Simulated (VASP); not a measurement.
# Y: which input changes matter, part 2 of 3

Which changes to a sound input spoil a run on Y, which are harmless, and which give a warning? All runs use PBE. The start is a cell from a database of measured crystal structures.

VASP 6.6.1; PBE; plane waves and PAW (Y_sv).

Still holding for the runs below: The k-mesh is coarse for a metal.

So far. Step 2 (Reference run): The pressure is -0.25 GPa and the largest force 0.000 eV/Å. Step 3 (Self-consistent run (PBE), changed input): Against the reference run the energy at zero smearing moves by +2.04 meV an atom and the pressure by +0.05 GPa.

**4. A single point (PBE), changed input**

This run is made with a changed input; what comes of it follows.

INCAR

```
SYSTEM = Y
PREC = Accurate
ENCUT = 400
EDIFF = 1E-06
NELM = 59
ISMEAR = 0
SIGMA = 3
LREAL = .FALSE.
ALGO = Normal
GGA = PE
NBANDS = 17
LASPH = .TRUE.
LORBIT = 11
LWAVE = .FALSE.
LCHARG = .FALSE.
KPAR = 2
ISIF = 2
```

POSCAR

```
Y
1.0
    3.6474000000      0.0000000000      0.0000000000
   -1.8237000000      3.1587410578      0.0000000000
    0.0000000000      0.0000000000      5.7306000000
Y
2
Direct
    0.3333333333      0.6666666667      0.2500000000
    0.6666666667      0.3333333333      0.7500000000
```

KPOINTS

```
Automatic mesh
0
Gamma
8 8 5
0 0 0
```

Potentials, in the order of the species: Y_sv (PBE family, release 64).

On the command line:

```console
mpirun -np 2 vasp_std
```

Output:

```text
[banner, memory and clock lines left out]
running    2 mpi-ranks, on    1 nodes
 distrk:  each k-point on    1 cores,    2 groups
 distr:  one band on    1 cores,    1 groups

 POSCAR found type information on POSCAR Y
 POSCAR found :  1 types and       2 ions
 LDA part: xc-table for (Slater+PW92), standard interpolation
 POSCAR, INCAR and KPOINTS ok, starting setup
 FFT: planning ... GRIDC
 FFT: planning ... GRID_SOFT
 FFT: planning ... GRID
 WAVECAR not read
 entering main loop
       N       E                     dE             d eps       ncg     rms          rms(c)
DAV:   1     0.719272827349E+02    0.71927E+02   -0.10161E+04  1020   0.102E+03
DAV:   2    -0.119946294204E+02   -0.83922E+02   -0.81535E+02  1275   0.234E+02
DAV:   3    -0.187278986797E+02   -0.67333E+01   -0.66466E+01  1833   0.405E+01
DAV:   4    -0.188847838031E+02   -0.15689E+00   -0.15543E+00  1219   0.653E+00
DAV:   5    -0.188916147656E+02   -0.68310E-02   -0.66897E-02  1552   0.811E-01    0.327E+01
DAV:   6    -0.187178546062E+02    0.17376E+00   -0.24329E-01  1150   0.306E+00    0.201E+01
DAV:   7    -0.186934145868E+02    0.24440E-01   -0.44355E-01  1453   0.377E+00    0.121E+00
DAV:   8    -0.186863061420E+02    0.71084E-02   -0.73554E-02  1306   0.164E+00    0.282E-01
DAV:   9    -0.186864430903E+02   -0.13695E-03   -0.40911E-03  1477   0.315E-01    0.107E-01
DAV:  10    -0.186865569510E+02   -0.11386E-03   -0.12400E-03  1443   0.106E-01    0.529E-02
DAV:  11    -0.186866371456E+02   -0.80195E-04   -0.74396E-04  1568   0.337E-02    0.517E-02
DAV:  12    -0.186866867554E+02   -0.49610E-04   -0.52603E-04   996   0.185E-02    0.193E-02
DAV:  13    -0.186867255509E+02   -0.38795E-04   -0.39195E-04   719   0.784E-03    0.558E-03
DAV:  14    -0.186867554390E+02   -0.29888E-04   -0.29812E-04   703   0.330E-03    0.270E-03
DAV:  15    -0.186867785411E+02   -0.23102E-04   -0.23039E-04   707   0.264E-03    0.355E-03
DAV:  16    -0.186867964493E+02   -0.17908E-04   -0.17886E-04   668   0.184E-03    0.153E-03
DAV:  17    -0.186868103892E+02   -0.13940E-04   -0.13943E-04   653   0.177E-03    0.423E-04
DAV:  18    -0.186868212968E+02   -0.10908E-04   -0.10888E-04   622   0.114E-03    0.133E-04
DAV:  19    -0.186868298670E+02   -0.85702E-05   -0.85527E-05   619   0.977E-04    0.498E-04
DAV:  20    -0.186868366455E+02   -0.67785E-05   -0.67689E-05   612   0.714E-04    0.331E-04
DAV:  21    -0.186868420626E+02   -0.54171E-05   -0.54180E-05   611   0.719E-04    0.410E-04
DAV:  22    -0.186868464627E+02   -0.44001E-05   -0.43966E-05   584   0.541E-04    0.464E-04
DAV:  23    -0.186868500834E+02   -0.36207E-05   -0.36195E-05   581   0.518E-04    0.601E-04
DAV:  24    -0.186868531167E+02   -0.30333E-05   -0.30320E-05   579   0.506E-04    0.610E-04
DAV:  25    -0.186868556875E+02   -0.25707E-05   -0.25710E-05   555   0.391E-04    0.724E-04
DAV:  26    -0.186868579121E+02   -0.22246E-05   -0.22239E-05   553   0.352E-04    0.738E-04
DAV:  27    -0.186868598550E+02   -0.19430E-05   -0.19404E-05   552   0.316E-04    0.877E-04
DAV:  28    -0.186868615809E+02   -0.17259E-05   -0.17265E-05   552   0.336E-04    0.896E-04
DAV:  29    -0.186868631290E+02   -0.15481E-05   -0.15475E-05   552   0.254E-04    0.101E-03
DAV:  30    -0.186868645380E+02   -0.14089E-05   -0.14088E-05   552   0.266E-04    0.103E-03
DAV:  31    -0.186868658285E+02   -0.12905E-05   -0.12914E-05   552   0.236E-04    0.113E-03
DAV:  32    -0.186868670236E+02   -0.11951E-05   -0.11956E-05   552   0.251E-04    0.115E-03
DAV:  33    -0.186868681380E+02   -0.11144E-05   -0.11136E-05   550   0.183E-04    0.126E-03
DAV:  34    -0.186868691810E+02   -0.10431E-05   -0.10426E-05   546   0.203E-04    0.128E-03
DAV:  35    -0.186868701623E+02   -0.98130E-06   -0.98090E-06   546   0.160E-04
|                                                                             |
|           W    W    AA    RRRRR   N    N  II  N    N   GGGG   !!!           |
|           W    W   A  A   R    R  NN   N  II  NN   N  G    G  !!!           |
|           W    W  A    A  R    R  N N  N  II  N N  N  G       !!!           |
|           W WW W  AAAAAA  RRRRR   N  N N  II  N  N N  G  GGG   !            |
|           WW  WW  A    A  R   R   N   NN  II  N   NN  G    G                |
|           W    W  A    A  R    R  N    N  II  N    N   GGGG   !!!           |
|                                                                             |
|     Your highest band is occupied at some k-points! Unless you are          |
|     performing a calculation for an insulator or semiconductor, without     |
|     unoccupied bands, you have included TOO FEW BANDS!! Please increase     |
|     the parameter NBANDS in file INCAR to ensure that the highest band      |
|     is unoccupied at all k-points. It is always recommended to include      |
|     a few unoccupied bands to accelerate the convergence of                 |
|     molecular-dynamics runs (even for insulators or semiconductors),        |
|     since the presence of unoccupied bands improves wavefunction            |
|     prediction and helps to suppress 'band-crossings'.                      |
|                                                                             |

   1 F= -.18686870E+02 E0= -.13758961E+02  d E =-.985582E+01
```

Wall time 32 s (2 MPI ranks of AMD EPYC 7R43, shared host); peak memory 0.29 GiB; 62 s of CPU time.

OUTCAR, selected parts (step 4):

```text
 Found     30 irreducible k-points:

   NELECT =      22.0000    total number of electrons

 E-fermi :   2.7998

 k-point     1 :       0.0000    0.0000    0.0000
  band No.  band energies     occupation
    ...
      7     -19.0246      2.00000
      8     -18.9883      2.00000
      9      -1.6413      1.96370
     10       1.2295      1.54087
     11       3.8990      0.60436
     12       4.9053      0.32095
     13       4.9053      0.32095
     14       5.2109      0.25571
     15       5.5225      0.19933
     16       5.5225      0.19933
    ...

 k-point     2 :       0.1250    0.0000    0.0000
  band No.  band energies     occupation
    ...
      7     -19.0320      2.00000
      8     -19.0014      2.00000
      9      -1.3131      1.94748
     10       1.5352      1.44893
     11       3.6004      0.70587
     12       4.2604      0.49114
     13       5.1638      0.26512
     14       5.2142      0.25506
     15       5.5833      0.18948
     16       5.6670      0.17650
    ...

  Total        2.2491742      2.2491742      3.1561719     -0.0000000     -0.0000000      0.0000000
  in kB       54.5803297     54.5803297     76.5902905     -0.0000000     -0.0000000      0.0000000
  external PRESSURE =      61.9169833 kB  Pullay stress =       0.0000000 kB

  FREE ENERGIE OF THE ION-ELECTRON SYSTEM (eV)
  ---------------------------------------------------
  free  energy   TOTEN  =       -18.6868701623 eV

  energy  without entropy=       -8.8310518927  energy(sigma->0) =      -13.75896103

 total charge
# of ion       s       p       d       f       tot
--------------------------------------------------
    1        2.225   6.237   1.066   0.012   9.540
    2        2.225   6.237   1.066   0.012   9.540
--------------------------------------------------
tot          4.449  12.473   2.133   0.025  19.080

[... 10 parts as in an earlier step ...]

[... 5 further parts left out ...]
```

Convergence was reached, but on settings outside the sound range, so the numbers are no properties of the crystal.

Against the sound run on this cell (reference run) the energy at zero smearing moves by -453.3 meV an atom and the pressure by +6.44 GPa.

The fault in the input: smearing far too wide (ISMEAR = 0 and SIGMA = 3.0). Lower SIGMA until the entropy term is about 1 meV an atom.

**5. Total energy, forces and stress (PBE), changed input**

A single point gives energy, forces and stress at these settings. Some settings are moved from the usual, to see what they do.

INCAR

```
SYSTEM = Y
PREC = Normal
ENCUT = 400
EDIFF = 1E-06
NELM = 100
ISMEAR = -1
SIGMA = 0.05
LREAL = .FALSE.
ALGO = Normal
GGA = PE
NBANDS = 17
LASPH = .TRUE.
LORBIT = 11
LWAVE = .FALSE.
LCHARG = .FALSE.
KPAR = 2
ISIF = 2
```

POSCAR is that of step 4.

KPOINTS

```
Automatic mesh
0
Gamma
2 2 1
0 0 0
```

On the command line:

```console
mpirun -np 2 vasp_std
```

Output:

```text
[... set-up lines as in an earlier step ...]
 entering main loop
       N       E                     dE             d eps       ncg     rms          rms(c)
DAV:   1     0.711311270099E+02    0.71131E+02   -0.99232E+03    68   0.101E+03
DAV:   2    -0.785797191201E+01   -0.78989E+02   -0.77606E+02    86   0.232E+02
DAV:   3    -0.143669279791E+02   -0.65090E+01   -0.65042E+01   126   0.382E+01
DAV:   4    -0.145011961870E+02   -0.13427E+00   -0.13426E+00    96   0.582E+00
DAV:   5    -0.145021176245E+02   -0.92144E-03   -0.92143E-03   102   0.541E-01    0.223E+01
DAV:   6    -0.141562929875E+02    0.34582E+00   -0.48719E-01    86   0.422E+00    0.136E+01
DAV:   7    -0.140985107367E+02    0.57782E-01   -0.74877E-01   102   0.491E+00    0.204E+00
DAV:   8    -0.140895442261E+02    0.89665E-02   -0.10774E-01    86   0.205E+00    0.622E-01
DAV:   9    -0.140887408288E+02    0.80340E-03   -0.41885E-03    94   0.413E-01    0.264E-01
DAV:  10    -0.140887479191E+02   -0.70902E-05   -0.60268E-04    78   0.216E-01    0.640E-02
DAV:  11    -0.140887442274E+02    0.36917E-05   -0.47481E-05   112   0.477E-02    0.167E-02
DAV:  12    -0.140887421423E+02    0.20851E-05   -0.66304E-06    86   0.219E-02    0.149E-02
DAV:  13    -0.140887424645E+02   -0.32219E-06   -0.16964E-06    69   0.122E-02
   1 F= -.14088742E+02 E0= -.14064872E+02  d E =-.477402E-01
```

Wall time 4.4 s (2 MPI ranks); peak memory 0.18 GiB.

Parts of OUTCAR (step 5):

```text
   k-points           NKPTS =      2   k-points in BZ     NKDIM =      2   number of bands    NBANDS=     17

   NELECT =      22.0000    total number of electrons

 E-fermi :   2.8436

 k-point     1 :       0.0000    0.0000    0.0000
  band No.  band energies     occupation
    ...
      6     -19.4227      2.00000
      7     -19.3623      2.00000
      8     -19.3623      2.00000
      9      -1.6797      2.00000
     10       1.1694      2.00000
     11       3.8307      0.00000
     12       4.7919      0.00000
     13       4.7919      0.00000
     14       5.0153      0.00000
     15       5.3960      0.00000
    ...

  Total       -3.5836634     -3.5836634     -3.4208596      0.0000000     -0.0000000      0.0000000
  in kB      -86.9641552    -86.9641552    -83.0134222      0.0000000     -0.0000000      0.0000000
  external PRESSURE =     -85.6472442 kB  Pullay stress =       0.0000000 kB

  FREE ENERGIE OF THE ION-ELECTRON SYSTEM (eV)
  ---------------------------------------------------
  free  energy   TOTEN  =       -14.0887424645 eV

  energy  without entropy=      -14.0410023020  energy(sigma->0) =      -14.06487238

[... 7 parts as in an earlier step ...]

[... 6 further parts left out ...]
```

The run converged; its settings lie outside those of the reference runs, so its numbers are set aside.

Against the sound run on this cell (reference run) the energy at zero smearing moves by -606.3 meV an atom and the pressure by -8.32 GPa.

Settings moved from the usual: k-mesh = 2×2×1 and PREC = Normal.

The mesh holds 2 irreducible points against 30. PREC = Normal changes the FFT grids.

**6. Full relaxation (PBE), changed input**

Properties are meant for the cell that this level of theory prefers, so cell and atoms are relaxed first (ISIF = 3) until forces and stress are small; EDIFFG sets the threshold. Some settings are moved from the usual, to see what they do.

INCAR

```
SYSTEM = Y
PREC = Accurate
ENCUT = 400
EDIFF = 1E-06
NELM = 100
ISMEAR = 0
SIGMA = 0.005
LREAL = .FALSE.
ALGO = Normal
GGA = PE
NBANDS = 17
LASPH = .TRUE.
LORBIT = 11
LWAVE = .FALSE.
LCHARG = .FALSE.
KPAR = 2
IBRION = 2
NSW = 60
ISIF = 3
EDIFFG = -0.01
```

POSCAR is that of step 5.

KPOINTS

```
Automatic mesh
0
Gamma
4 4 2
0 0 0
```

On the command line:

```console
mpirun -np 2 vasp_std
```

Output:

```text
[... set-up lines as in an earlier step ...]
 entering main loop
       N       E                     dE             d eps       ncg     rms          rms(c)
DAV:   1     0.805959714096E+02    0.80596E+02   -0.97827E+03   272   0.101E+03
DAV:   2    -0.576064247299E+01   -0.86357E+02   -0.85048E+02   336   0.246E+02
DAV:   3    -0.130725539695E+02   -0.73119E+01   -0.73038E+01   496   0.421E+01
DAV:   4    -0.132163068419E+02   -0.14375E+00   -0.14359E+00   311   0.628E+00
DAV:   5    -0.132198586002E+02   -0.35518E-02   -0.35492E-02   404   0.743E-01    0.351E+01
DAV:   6    -0.128798211195E+02    0.34004E+00   -0.43564E-01   280   0.423E+00    0.218E+01
DAV:   7    -0.128161136164E+02    0.63708E-01   -0.88000E-01   335   0.553E+00    0.183E+00
DAV:   8    -0.128067128046E+02    0.94008E-02   -0.18279E-01   336   0.244E+00    0.161E+00
DAV:   9    -0.128054536154E+02    0.12592E-02   -0.38833E-03   381   0.397E-01    0.470E-01
DAV:  10    -0.128056948698E+02   -0.24125E-03   -0.27476E-03   299   0.478E-01    0.510E-01
DAV:  11    -0.128055545860E+02    0.14028E-03   -0.27744E-04   316   0.150E-01    0.789E-02
DAV:  12    -0.128055487554E+02    0.58307E-05   -0.39913E-05   324   0.532E-02    0.151E-02
DAV:  13    -0.128055494969E+02   -0.74155E-06   -0.41990E-06   289   0.171E-02
   1 F= -.12805549E+02 E0= -.12805218E+02  d E =-.128055E+02
 curvature:   0.00 expect dE= 0.000E+00 dE for cont linesearch  0.000E+00
 trial: gam= 0.00000 g(F)=  0.844E-47 g(S)=  0.131E-01 ort = 0.000E+00 (trialstep = 0.100E+01)
 search vector abs. value=  0.131E-01
 bond charge predicted
       N       E                     dE             d eps       ncg     rms          rms(c)
DAV:   1    -0.128706756803E+02   -0.65127E-01   -0.21490E+00   304   0.103E+01    0.163E+00
DAV:   2    -0.128273029412E+02    0.43373E-01   -0.13325E-01   305   0.224E+00    0.823E-01
DAV:   3    -0.128098406257E+02    0.17462E-01   -0.91763E-02   422   0.163E+00    0.439E-01
DAV:   4    -0.128110622738E+02   -0.12216E-02   -0.47460E-03   331   0.355E-01    0.296E-01
DAV:   5    -0.128122487285E+02   -0.11865E-02   -0.17408E-03   372   0.234E-01    0.738E-02
DAV:   6    -0.128122754874E+02   -0.26759E-04   -0.13756E-04   404   0.593E-02    0.409E-02
DAV:   7    -0.128123073996E+02   -0.31912E-04   -0.10648E-04   384   0.521E-02    0.636E-03
DAV:   8    -0.128123075019E+02   -0.10227E-06   -0.38348E-06   354   0.971E-03
   2 F= -.12812308E+02 E0= -.12811976E+02  d E =-.675801E-02
[...]
3 F= -.12812322E+02 E0= -.12811991E+02  d E =-.677274E-02
[...]
4 F= -.12812321E+02 E0= -.12811990E+02  d E =-.677145E-02
[...]
5 F= -.12812490E+02 E0= -.12812158E+02  d E =-.168765E-03
 trial-energy change:   -0.000169  1 .order   -0.000185   -0.000493    0.000123
 step:   0.7823(harm=  0.8102)  dis= 0.00000  next Energy=   -12.812504 (dE=-0.183E-03)
 bond charge predicted
       N       E                     dE             d eps       ncg     rms          rms(c)
DAV:   1    -0.128127394049E+02   -0.24951E-03   -0.58129E-03   361   0.503E-01    0.107E-01
DAV:   2    -0.128125453939E+02    0.19401E-03   -0.53921E-04   336   0.145E-01    0.507E-02
DAV:   3    -0.128124950265E+02    0.50367E-04   -0.42037E-04   438   0.102E-01    0.340E-02
DAV:   4    -0.128124974928E+02   -0.24662E-05   -0.24294E-05   320   0.247E-02    0.221E-02
DAV:   5    -0.128125016649E+02   -0.41721E-05   -0.24192E-06   215   0.114E-02    0.995E-03
DAV:   6    -0.128125028699E+02   -0.12049E-05   -0.77766E-06   321   0.116E-02    0.313E-03
DAV:   7    -0.128125029082E+02   -0.38383E-07   -0.24574E-07   142   0.283E-03
   6 F= -.12812503E+02 E0= -.12812172E+02  d E =-.181958E-03
 curvature:  -0.42 expect dE=-0.246E-05 dE for cont linesearch -0.358E-07
 trial: gam=-0.02859 g(F)=  0.107E-47 g(S)=  0.588E-05 ort = 0.662E-05 (trialstep = 0.967E+00)
 search vector abs. value=  0.592E-05
 reached required accuracy - stopping structural energy minimisation
```

It took 31 s on 2 MPI ranks; peak memory 0.26 GiB; 59 s of CPU time.

OUTCAR, selected parts (step 6):

```text
   k-points           NKPTS =      8   k-points in BZ     NKDIM =      8   number of bands    NBANDS=     17

   NELECT =      22.0000    total number of electrons

 E-fermi :   3.0263

 k-point     1 :       0.0000    0.0000    0.0000
  band No.  band energies     occupation
    ...
      6     -19.5557      2.00000
      7     -19.5557      2.00000
      8     -19.5223      2.00000
      9      -1.7435      2.00000
     10       1.0361      2.00000
     11       3.6154      0.00000
     12       4.6726      0.00000
     13       4.6726      0.00000
     14       4.7860      0.00000
     15       5.2176      0.00000
    ...

  Total       -0.0022078     -0.0022078     -0.0152999      0.0000000     -0.0000000      0.0000000
  in kB       -0.0529393     -0.0529393     -0.3668634      0.0000000     -0.0000000      0.0000000
  external PRESSURE =      -0.1575807 kB  Pullay stress =       0.0000000 kB

 POSITION                                       TOTAL-FORCE (eV/Angst)
 -----------------------------------------------------------------------------------
     -0.00000      2.09860      1.45990         0.000000     -0.000000      0.000000
      1.81744      1.04930      4.37971        -0.000000      0.000000      0.000000
 -----------------------------------------------------------------------------------
    total drift:                               -0.000000      0.000000     -0.000000

  FREE ENERGIE OF THE ION-ELECTRON SYSTEM (eV)
  ---------------------------------------------------
  free  energy   TOTEN  =       -12.8125029082 eV

  energy  without entropy=      -12.8118403909  energy(sigma->0) =      -12.81217165

 reached required accuracy - stopping structural energy minimisation

[... 6 parts as in an earlier step ...]

[... 10 further parts left out ...]
```

CONTCAR:

```
Y
   1.00000000000000
     3.6348752880433866   -0.0000000000000000    0.0000000000000000
    -1.8174376440216933    3.1478943390701133   -0.0000000000000000
     0.0000000000000000    0.0000000000000000    5.8396111521575733
  Y
     2
Direct
     0.3333333332999970    0.6666666667000030    0.2500000000000000
     0.6666666667000030    0.3333333332999970    0.7500000000000000
```

The run converged; its settings lie outside those of the reference runs, so its numbers are set aside.

Settings moved from the usual: ISMEAR = 0, SIGMA = 0.005 and k-mesh = 4×4×2.

The mesh holds 8 irreducible points against 30.

(Part 2 of 3 ends here.)

[Lines on the potential files, build, host, timing and source positions are cut from VASP's logs without a mark.]

[Logs are printed without paths, hosts, clocks, repeated set-up lines and the standing remarks that a program may print on its own settings, such as how far it seeks lower states.]

[Hosts, paths, dates, database ids (printed as entryN), source tags and the programs' standing remarks are cut or masked in the printed files.]

[A measured line is paired with the nearest computed mode of its activity, which favours agreement.]
